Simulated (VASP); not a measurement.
Computed with PBE GGA, VASP's PBE PAW potentials (set 64) (plane waves; VASP).

VASP ran on this input.

File POSCAR:
```
Ho
1
    1.8309976405    -3.1713809984     0.0000000000
    1.8309976405     3.1713809984     0.0000000000
    0.0000000000     0.0000000000     5.6396037317
Ho
2
Direct
  0.3333330000   0.6666670000   0.2500000000
  0.6666670000   0.3333330000   0.7500000000
```

**KPOINTS**
```
kpoints
0
gamma
12 12 6
```

**INCAR**
```
! general
SYSTEM  = Ho
PREC    = Accurate
ENCUT   = 480
LREAL   = .False.
LASPH   = .True.

! electronic loop
EDIFF   = 1E-7
NELM    = 100   ! most electronic steps
ALGO    = Normal
LMAXMIX = 6   ! l cut-off of mixed one-centre charges

! smearing
ISMEAR  = 1   ! Methfessel-Paxton
SIGMA   = 0.1

! functional
GGA     = PE   ! PBE

! ions
ISIF    = 2   ! forces and stress, cell fixed

! output
LWAVE   = .False.
LCHARG  = .False.
```

POTCAR, in this order: Ho_3 (PBE.64 set). Program: vasp_std.

The run wrote:

File OSZICAR:
```
       N       E                     dE             d eps       ncg     rms          rms(c)
DAV:   1     0.734480924925E+02    0.73448E+02   -0.81425E+03  2320   0.120E+03
DAV:   2    -0.459872030379E+01   -0.78047E+02   -0.76547E+02  2869   0.505E+02
DAV:   3    -0.881630379508E+01   -0.42176E+01   -0.39706E+01  3314   0.849E+01
DAV:   4    -0.900933471550E+01   -0.19303E+00   -0.18561E+00  3450   0.121E+01
DAV:   5    -0.901302299139E+01   -0.36883E-02   -0.36828E-02  3305   0.192E+00    0.233E+01
DAV:   6    -0.900898288048E+01    0.40401E-02   -0.28388E-02  3289   0.216E+00    0.139E+01
DAV:   7    -0.901549938496E+01   -0.65165E-02   -0.53023E-02  3189   0.302E+00    0.301E-01
DAV:   8    -0.901518645173E+01    0.31293E-03   -0.32502E-03  2944   0.601E-01    0.570E-02
DAV:   9    -0.901520742535E+01   -0.20974E-04   -0.21973E-04  3339   0.175E-01    0.337E-02
DAV:  10    -0.901520089959E+01    0.65258E-05   -0.32180E-05  3337   0.592E-02    0.471E-02
DAV:  11    -0.901520157035E+01   -0.67076E-06   -0.31256E-06  3193   0.171E-02    0.442E-03
DAV:  12    -0.901520181725E+01   -0.24690E-06   -0.26771E-07  2130   0.618E-03    0.161E-03
DAV:  13    -0.901520178011E+01    0.37138E-07   -0.47011E-08  1713   0.499E-03
   1 F= -.90152018E+01 E0= -.90156712E+01  d E =0.140830E-02
```

### OUTCAR
```
------------------------ aborting loop because EDIFF is reached ----------------------------------------
  FORCE on cell =-STRESS in cart. coord.  units (eV):
  Direction    XX          YY          ZZ          XY          YZ          ZX
  --------------------------------------------------------------------------------------
  Total       -0.7275612     -0.7275612     -0.6367238     -0.0000000      0.0000000     -0.0000000
  in kB      -17.7977595    -17.7977601    -15.5756746     -0.0000000      0.0000000     -0.0000000
  external PRESSURE =     -17.0570648 kB  Pullay stress =       0.0000000 kB
  volume of cell :       65.50
      direct lattice vectors                 reciprocal lattice vectors
     1.830997640 -3.171380998  0.000000000     0.273075174 -0.157660023  0.000000000
     1.830997640  3.171380998  0.000000000     0.273075174  0.157660023  0.000000000
     0.000000000  0.000000000  5.639603732     0.000000000  0.000000000  0.177317423
 POSITION                                       TOTAL-FORCE (eV/Angst)
 -----------------------------------------------------------------------------------
      1.83100      1.05713      1.40990        -0.000000     -0.000000      0.000000
      1.83100     -1.05713      4.22970         0.000000      0.000000      0.000000
 -----------------------------------------------------------------------------------
    total drift:                               -0.000003      0.000094     -0.000011
  FREE ENERGIE OF THE ION-ELECTRON SYSTEM (eV)
  ---------------------------------------------------
  free  energy   TOTEN  =        -9.0152017801 eV

  energy  without entropy=       -9.0166100808  energy(sigma->0) =       -9.01567121
```
(Selected blocks of OUTCAR.)

The 4f electrons are frozen in the core of the lanthanide potential, so 4f levels, which can set the real gap, and their magnetism are missing.

The compound is Ho in the hcp structure. This cell was strained or had an atom moved on purpose.
